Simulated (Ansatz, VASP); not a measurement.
**CoSi2: VASP beside Ansatz**

Aim: how closely do two programs agree when they are given the same cell, functional and k mesh? The cell is taken from a series of runs on this material, whose earlier steps may have relaxed or scaled it; both programs get it as it stands.

Calculated with Ansatz 0.2.0; plane waves, with VASP 6.6.1 beside it; single point at PBE.

**1. Set-up**

It takes space group Fm-3m (No. 225, cubic). The conventional cell has a = 5.356 Å, b = 5.356 Å, c = 5.356 Å, α = 90.00°, β = 90.00°, γ = 90.00°. Co has 8 Si at 2.32 Å nearest. Si has 4 Co at 2.32 Å nearest. Farther neighbours are not listed.

Coordinates:

```cif
data_structure
_symmetry_space_group_name_H-M 'Fm-3m'
_symmetry_Int_Tables_number 225
_cell_length_a 5.3560
_cell_length_b 5.3560
_cell_length_c 5.3560
_cell_angle_alpha 90.000
_cell_angle_beta 90.000
_cell_angle_gamma 90.000
_cell_volume 153.65
loop_
_atom_site_label
_atom_site_type_symbol
_atom_site_symmetry_multiplicity
_atom_site_Wyckoff_symbol
_atom_site_fract_x
_atom_site_fract_y
_atom_site_fract_z
_atom_site_occupancy
Co1 Co 4 a 0.00000 0.00000 0.00000 1
Si1 Si 8 c 0.25000 0.25000 0.75000 1
```

**2. VASP: single point, PBE**

A single point gives forces, pressure and levels at one fixed geometry, so differences don't come from the geometry; what else differs is listed under the comparison.

Lines of VASP's logs that name or quote its potential files are left out, and so is its time.

Input file INCAR:

```
SYSTEM = CoSi2
PREC = Accurate
ENCUT = 400
EDIFF = 1E-06
NELM = 100
ISMEAR = -1
SIGMA = 0.05
LREAL = .FALSE.
ALGO = Normal
GGA = PE
NBANDS = 14
LASPH = .TRUE.
LORBIT = 11
LWAVE = .FALSE.
LCHARG = .FALSE.
KPAR = 2
ISIF = 2
```

Input file POSCAR:

```
CoSi2
1.0
    0.0000000000      2.6780000000      2.6780000000
    2.6780000000      0.0000000000      2.6780000000
    2.6780000000      2.6780000000      0.0000000000
Co Si
1 2
Direct
    0.0000000000      0.0000000000      0.0000000000
    0.7500000000      0.7500000000      0.7500000000
    0.2500000000      0.2500000000      0.2500000000
```

Input file KPOINTS:

```
Automatic mesh
0
Gamma
8 8 8
0 0 0
```

Potentials, in the order of the species: Co and Si (PBE family, release 64).

Command:

```sh
$ mpirun -np 2 vasp_std
```

Numbers of over 12 decimals in the logs are rounded to 6 here.

What it wrote:

```text
[banner, memory and clock lines left out]
running    2 mpi-ranks, on    1 nodes
 distrk:  each k-point on    1 cores,    2 groups
 distr:  one band on    1 cores,    1 groups

 POSCAR found type information on POSCAR CoSi
 POSCAR found :  2 types and       3 ions
 LDA part: xc-table for (Slater+PW92), standard interpolation
 POSCAR, INCAR and KPOINTS ok, starting setup
 FFT: planning ... GRIDC
 FFT: planning ... GRID_SOFT
 FFT: planning ... GRID
 WAVECAR not read
 entering main loop
       N       E                     dE             d eps       ncg     rms          rms(c)
DAV:   1     0.543626972251E+02    0.54363E+02   -0.58999E+03   820   0.930E+02
DAV:   2    -0.176347555806E+02   -0.71997E+02   -0.65205E+02   854   0.201E+02
DAV:   3    -0.206672441142E+02   -0.30325E+01   -0.29732E+01  1072   0.471E+01
DAV:   4    -0.207212244269E+02   -0.53980E-01   -0.53940E-01   998   0.618E+00
DAV:   5    -0.207229323476E+02   -0.17079E-02   -0.17078E-02  1106   0.115E+00    0.144E+01
DAV:   6    -0.245185829823E+02   -0.37957E+01   -0.30630E+01   962   0.118E+02    0.181E+01
DAV:   7    -0.193096317846E+02    0.52090E+01   -0.13328E+01  1038   0.925E+01    0.329E+00
DAV:   8    -0.193348864274E+02   -0.25255E-01   -0.99371E-01  1040   0.760E+00    0.201E+00
DAV:   9    -0.192980981591E+02    0.36788E-01   -0.10815E-01  1002   0.661E+00    0.475E-01
DAV:  10    -0.192982697115E+02   -0.17155E-03   -0.76947E-03  1158   0.141E+00    0.145E-01
DAV:  11    -0.192980141817E+02    0.25553E-03   -0.95237E-04  1084   0.617E-01    0.329E-02
DAV:  12    -0.192980457964E+02   -0.31615E-04   -0.96072E-05   940   0.794E-02    0.239E-02
DAV:  13    -0.192980438231E+02    0.19733E-05   -0.69077E-06  1116   0.382E-02    0.722E-03
DAV:  14    -0.192980440419E+02   -0.21877E-06   -0.83878E-07   616   0.141E-02
   1 F= -.19298044E+02 E0= -.19293882E+02  d E =-.832344E-02
```

From OUTCAR (step 2):

```text
ion  position               nearest neighbor table
   1  0.000  0.000  0.000-   2 2.32   3 2.32   2 2.32   2 2.32   3 2.32   2 2.32   3 2.32   3 2.32

  LATTYP: Found a face centered cubic cell.
 ALAT       =     5.3560000000

 Subroutine GETGRP returns: Found 48 space group operations
 (whereof 48 operations were pure point group operations)

The static configuration has the point symmetry O_h .

 Found     29 irreducible k-points:

   k-points           NKPTS =     29   k-points in BZ     NKDIM =     29   number of bands    NBANDS=     14

   dimension x,y,z NGX =    28 NGY =   28 NGZ =   28
   dimension x,y,z NGXF=    56 NGYF=   56 NGZF=   56

   ENCUT  =  400.0 eV  29.40 Ry    5.42 a.u.   6.18  6.18  6.18*2*pi/ulx,y,z

   NELECT =      17.0000    total number of electrons

 k-points in reciprocal lattice and weights: Automatic mesh
   0.00000000  0.00000000  0.00000000       0.002
   0.12500000  0.00000000  0.00000000       0.016
   0.25000000  0.00000000  0.00000000       0.016
   0.37500000  0.00000000  0.00000000       0.016
   0.50000000  0.00000000  0.00000000       0.008
   0.12500000  0.12500000  0.00000000       0.012
   0.25000000  0.12500000  0.00000000       0.047
   0.37500000  0.12500000  0.00000000       0.047
   0.50000000  0.12500000  0.00000000       0.047
[...]
-0.37500000  0.50000000  0.12500000       0.023
  -0.25000000  0.50000000  0.25000000       0.012

 average (electrostatic) potential at core
       1 -78.2504       2 -79.4519       3 -79.4519

 E-fermi :  10.0665

 k-point     1 :       0.0000    0.0000    0.0000
  band No.  band energies     occupation
    ...
      2       6.0201      2.00000
      3       6.0201      2.00000
      4       6.0201      2.00000
      5       8.1955      2.00000
      6       8.1955      2.00000
      7      10.8467      0.00000
      8      13.5066      0.00000
      9      13.5066      0.00000
     10      13.5066      0.00000
     11      13.5430      0.00000
    ...

 k-point     2 :       0.1250    0.0000    0.0000
  band No.  band energies     occupation
    ...
      2       5.4510      2.00000
      3       6.1029      2.00000
      4       6.1029      2.00000
      5       8.1300      2.00000
      6       8.1300      2.00000
      7      10.7576      0.00000
      8      11.7877      0.00000
      9      12.4095      0.00000
     10      12.4095      0.00000
     11      14.5236      0.00000
    ...

 k-point     3 :       0.2500    0.0000    0.0000
  band No.  band energies     occupation
    ...
      3       6.3007      2.00000
      4       6.3007      2.00000
      5       8.0527      2.00000
      6       8.0527      2.00000
      7       9.2411      2.00000
      8      11.2912      0.00000
      9      11.2912      0.00000
     10      12.3564      0.00000
     11      14.0038      0.00000
     12      14.0038      0.00000
    ...

  Total       -0.0108938     -0.0108938     -0.0108938      0.0000000      0.0000000     -0.0000000
  in kB       -0.4543890     -0.4543890     -0.4543890      0.0000000      0.0000000     -0.0000000
  external PRESSURE =      -0.4543890 kB  Pullay stress =       0.0000000 kB

  energy-cutoff  :      400.00
  volume of cell :       38.41
      direct lattice vectors                 reciprocal lattice vectors
     0.000000000  2.678000000  2.678000000    -0.186706497  0.186706497  0.186706497
     2.678000000  0.000000000  2.678000000     0.186706497 -0.186706497  0.186706497
     2.678000000  2.678000000  0.000000000     0.186706497  0.186706497 -0.186706497

 POSITION                                       TOTAL-FORCE (eV/Angst)
 -----------------------------------------------------------------------------------
      0.00000      0.00000      0.00000         0.000000      0.000000      0.000000
      4.01700      4.01700      4.01700        -0.000000     -0.000000      0.000000
      1.33900      1.33900      1.33900         0.000000      0.000000     -0.000000
 -----------------------------------------------------------------------------------
    total drift:                               -0.000000     -0.000000      0.000000

  FREE ENERGIE OF THE ION-ELECTRON SYSTEM (eV)
  ---------------------------------------------------
  free  energy   TOTEN  =       -19.2980440419 eV

  energy  without entropy=      -19.2897206043  energy(sigma->0) =      -19.29388232

 total charge
# of ion       s       p       d       tot
------------------------------------------
    1        0.542   0.719   7.593   8.853
    2        0.717   0.872   0.000   1.589
    3        0.717   0.872   0.000   1.589
--------------------------------------------------
tot          1.976   2.463   7.593  12.032

[... 3 further parts left out ...]
```

This run has no spin polarisation, although Co can carry a moment. Its electron count is odd, so without a moment it is a metal by construction.

**3. Ansatz: single point, PBE**

Ansatz runs on its default PAW (the set named soft_2) files.

The same cell, functional, mesh and smearing now go to Ansatz, which takes its cutoff from its data sets.

Input file input.yaml:

```yaml
crystal:
  lattice:
    - [0.0, 2.678, 2.678]
    - [2.678, 0.0, 2.678]
    - [2.678, 2.678, 0.0]
  atoms:
    - { symbol: Co, position: [0.0, 0.0, 0.0] }
    - { symbol: Si, position: [0.75, 0.75, 0.75] }
    - { symbol: Si, position: [0.25, 0.25, 0.25] }
kpoints:
  mp_grid: { grid: [8, 8, 8] }
  band_path:
    path:
      - [[0.0, 0.0, 0.0], [0.5, 0.0, 0.5], [0.5, 0.25, 0.75], [0.375, 0.375, 0.75], [0.0, 0.0, 0.0], [0.5, 0.5, 0.5], [0.625, 0.25, 0.625], [0.5, 0.25, 0.75], [0.5, 0.5, 0.5], [0.375, 0.375, 0.75]]
      - [[0.625, 0.25, 0.625], [0.5, 0.0, 0.5]]
    npoints: 5
scf:
  occupations: { method: fermi_dirac, width: 0.05 }
  n_extra_bands: 7
hamiltonian:
  xc: pbe
  pseudopotentials: { kind: paw }
output:
  forces: true
  stress: true
  populations: true
  write_bands: true
```

Command:

```sh
$ ansatz run input.yaml --threads 4 --pin off --max-ram 8192MiB --backend cpu --events-out ev --progress --plain --runs-dir out
```

What it wrote:

```text
scf.n_extra_bands = 7 over 13 filled bands (N_el = 25.0): the run solves 20 bands
Engine: ansatz 0.2.0, aarch64-unknown-linux-gnu
Pseudopotentials: kind: paw
Pseudopotential: Co, paw, valence charge 17, recommended cutoff 420 eV (normal), Co.paw.azcp
Pseudopotential: Si, paw, valence charge 4, recommended cutoff 420 eV (normal), Si.paw.azcp
Functional definition: PBE
  parameter kappa = 0.804
  parameter beta = 0.066725
  exchange = pbe_x(kappa = kappa, mu = beta*pi^2/3)
  correlation = pbe_c(beta = beta)
Crystal: 3 atoms, lattice volume = 38.412 Å³
Basis set: ecut = 420 eV, 749 PW (Γ), exchange–correlation on 54×54×54 points (8 copies of the dense FFT grid, shifted against one another)
Bands: 20, of which v1, the nominal top of the filled ones, is band 13 counted from 1 (12 counted from 0)
Symmetry: 48 space group operations
Space group: Fm-3m (ITA 225), of the structure as read, at distance tolerance 3.4e-5 Å
k-points: 29 of 512
Non-local potential: Co, projectors of the file, l = 0: 3, l = 1: 2, l = 2: 3, l = 3: 1
Non-local potential: Si, projectors of the file, l = 0: 2, l = 1: 2, l = 2: 2
PAW form: soft (Blöchl's): semilocal exchange-correlation on the pseudo side does not see the compensation charge
PAW one-centre angular grid: Co, 590 points (default); XC on 64 Gauss nodes
PAW one-centre angular grid: Si, 110 points (default); XC on 64 Gauss nodes
Initial density: superposition of atomic densities (neutral atoms: chi_scale 0, normalization atom), corrected by the library's trained network
Initial wavefunctions: pseudopotential atomic-orbital guess
Functional: x = pbe(κ = 0.804, μ = 0.219515), c = pbe(β = 0.066725)
SCF iter   1: F=—  HF=-6399.178687 eV  |F-HF|=—  |Δ(HF+E_count)|=         —  Δρ=5.38e-3  dr2=1.14e-2  ethr=1.77e-3  ⟨swp⟩=5.3  Hψ=2946  notcnv=0  defer=6
preconditioner: auto → Kerker (q_TF=auto, 2.540 Å⁻¹)  [metal: Δε(μ)=0.118 eV  Ē_g=10.141 eV  σ=0.050 eV  W_gap=0.43  n_scr=14 (ndim 8)  ℏωp=24.7 eV  f_vac=0.002  D(μ)=1.12/eV (n_scr^D=8)]
SCF iter   2: F=—  HF=-6399.178270 eV  |F-HF|=—  |Δ(HF+E_count)|=   4.16e-4  Δρ=3.12e-3  dr2=4.52e-3  ethr=4.57e-5  ⟨swp⟩=1.2  Hψ=818  notcnv=0  defer=24
SCF iter   3: F=—  HF=-6399.178223 eV  |F-HF|=—  |Δ(HF+E_count)|=   4.74e-5  Δρ=1.23e-3  dr2=3.54e-4  ethr=1.81e-5  ⟨swp⟩=2.0  Hψ=697  notcnv=0  defer=24
SCF iter   4: F=—  HF=-6399.178278 eV  |F-HF|=—  |Δ(HF+E_count)|=   5.50e-5  Δρ=1.27e-3  dr2=4.16e-4  ethr=1.41e-6  ⟨swp⟩=2.2  Hψ=708  notcnv=0  defer=24
SCF iter   5: F=—  HF=-6399.178256 eV  |F-HF|=—  |Δ(HF+E_count)|=   2.12e-5  Δρ=2.51e-4  dr2=1.68e-5  ethr=1.41e-6  ⟨swp⟩=1.1  Hψ=522  notcnv=0  defer=24
SCF iter   6: F=—  HF=-6399.178253 eV  |F-HF|=—  |Δ(HF+E_count)|=   3.94e-6  Δρ=1.53e-4  dr2=6.24e-6  ethr=6.73e-8  ⟨swp⟩=1.0  Hψ=516  notcnv=0  defer=24
SCF iter   7: F=—  HF=-6399.178253 eV  |F-HF|=—  |Δ(HF+E_count)|=   1.15e-8  Δρ=2.33e-5  dr2=1.60e-7  ethr=2.50e-8  ⟨swp⟩=2.2  Hψ=692  notcnv=0  defer=24
SCF iter   8: F=-6399.178253 eV  HF=-6399.178253 eV  |F-HF|=1.42e-8  |Δ(HF+E_count)|=   7.31e-9  Δρ=8.59e-6  dr2=1.70e-8  ethr=4.00e-10  ⟨swp⟩=8.1  Hψ=2314  notcnv=0
SCF 1 converged in 8 iterations: F = -6399.178253 eV  dr2 = 1.70e-8
  greatest PAW one-centre occupation: 1.000 electrons in one spin orbital (limit 2), on the Co atom at site 0 (counted from 0), in its partial waves of l = 0
NSCF: frozen V_eff on 52 k-points
SCF converged after 8 iterations
Free energy (F): -6399.178253 eV
Harris-Foulkes:  -6399.178253 eV  (|F-HF|=1.42e-8)
Internal energy: -6399.169691 eV  (E = F + TS)
E sigma→0 (E₀):  -6399.173972 eV
Entropy (-TS):   -0.008562 eV (-2.854 meV/atom)
Fermi energy:    12.855291 eV
--- Per-component energies (eV) ---
  E_band       = -284.001984
  E_kinetic    = 547.575396
  E_local      = -4096.335628  (includes V_loc(G=0)·N_el)
  E_nonlocal   = 501.245678
  E_hartree    = 1782.412434
  E_xc         = -274.105340
  E_vxc        = -305.263796  (∫ρ·V_xc dr)
  E_paw        = -2541.475946  (= ΣΔE_a)
  E_vpaw       = -496.037919  (= ΣTr[D̂ρ^β])
  E_aug_tail   = 0.000153  (compensation charges beyond the density's cutoff)
  E_ewald      = -2318.486437
  E_smearing   = -0.008562  (= −TS)
  E_closure    = 0.000000  (closes the sum)
  Σ components = -6399.178253   (vs F -6399.178253, Δ=0.00e0)
--- Forces (eV/Å), atoms counted from 1 ---
  atom   1  Co    -0.00000000     0.00000000     0.00000000
  atom   2  Si    -0.00000000     0.00000000     0.00000000
  atom   3  Si    -0.00000000     0.00000000     0.00000000
  max |Σ_I F_I| component: 5.55e-17 eV/Å
--- Stress (GPa, compression-positive) ---
        0.360499       0.000000      -0.000000
       -0.000000       0.360499       0.000000
       -0.000000      -0.000000       0.360499
  P = ⅓ Tr σ = 0.3605 GPa (3.605 kbar)
--- Band table (eV; the first three rows and the last of 29) ---
  k-point 0: bands = [... 9 lower, 10.9878, 13.6379, 16.3092, 16.3092, 16.3092, 16.3240, 16.3240, 16.3240, ... 3 higher]
  k-point 1: bands = [... 9 lower, 10.9215, 13.5564, 14.5703, 15.2006, 15.2006, 17.3178, 17.3178, 18.1412, ... 3 higher]
  k-point 2: bands = [... 9 lower, 10.8433, 12.0319, 14.0786, 14.0786, 15.1462, 16.8100, 16.8100, 17.4851, ... 3 higher]
  k-point 28: bands = [... 9 lower, 10.5931, 10.9451, 11.4451, 12.2189, 16.5246, 16.5246, 18.7139, 19.4950, ... 3 higher]
--- Löwdin populations: 3 sites ---
  site symbol       q [e]
     0     Co     16.7227
     1     Si      3.9669
     2     Si      3.9669
  spilling = 0.013736 (of n_electrons = 25.000000)
```

**4. Differences**

Known differences besides the PAW data sets themselves: the data sets hold 25 valence electrons in Ansatz (default PAW (the set named soft_2) files) and 17 in VASP; the cutoff is 420 eV in Ansatz and 400 eV in VASP. Total energies have different zeros and are not compared.

Both answers:

```csv
quantity,Ansatz,VASP,difference
pressure (GPa),0.36,-0.05,+0.41
```

**5. Looking for the cause**

How far does this hang on the set-up? Further runs change one program's set-up at a time, as the table lists.

```
                                                              run  difference in pressure (GPa)
                                                         as above                          0.41
VASP with the data sets Co_sv_GW and Si_GW and a cutoff of 620 eV                          0.83
```

**6. Results**

```json
{
  "difference in pressure (single point, PBE)": "0.41 GPa"
}
```

In words: The difference in pressure is 0.41 GPa (single point, PBE), within the 1 GPa picked in this series as the mark of a large difference. For single point, PBE: no further run halves the difference in pressure (one raises it to 0.83 GPa). How closely two codes agree says nothing of how well the functional describes the real material.

[Lines on the potential files, build, host, timing and source positions are cut from VASP's logs without a mark.]

[Logs are printed without paths, hosts, clocks, repeated set-up lines and the standing remarks that a program may print on its own settings, such as how far it seeks lower states.]

[Hosts, paths, dates, database ids (printed as entryN), source tags and the programs' standing remarks are cut or masked in the printed files.]
